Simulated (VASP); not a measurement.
# HfSiO₄ (space group I4_1/amd): computed properties

These are r2SCAN meta-GGA, VASP's PBE PAW potentials (set 64) (plane waves; VASP 6.6.1) values and carry that method's errors.

```json
{
  "space_group": "I4_1/amd (141)",
  "cell": "a = 6.5576 Å, b = 6.5576 Å, c = 5.9647 Å, α = 90.00°, β = 90.00°, γ = 90.00°",
  "volume_per_atom": "10.69 Å³/atom",
  "band gap (over mesh and band path)": "6.02 eV",
  "smallest direct gap (over mesh and band path)": "6.40 eV",
  "band_edge_character": "indirect, Γ to P-N at 0.17",
  "density": "7.01 g/cm³"
}
```

Space group I4₁/amd, origin choice 1 (No. 141); a = b = 6.558 Å, c = 5.965 Å, α = β = γ = 90.00°

```tsv
atom	site	symmetry	x	y	z
Hf	4a	-4m2	0.0000	0.0000	0.0000
Si	4b	-4m2	0.0000	0.0000	0.5000
O	16h	.m.	0.3150	0.0000	0.0691
```
(The calculation used a cell of 12 atoms; values per cell refer to that cell.)

The path is coarsely sampled, so an indirect gap can come out somewhat too large. Unless said otherwise, spin-orbit coupling is left out, though it shifts the bands of the heavy elements here.

The structure comes from a computed database's HfSiO4 entry (I4_1/amd); how it stands against other phases isn't given here. It was relaxed first. Symmetry was kept, so distortions that lower it aren't found.
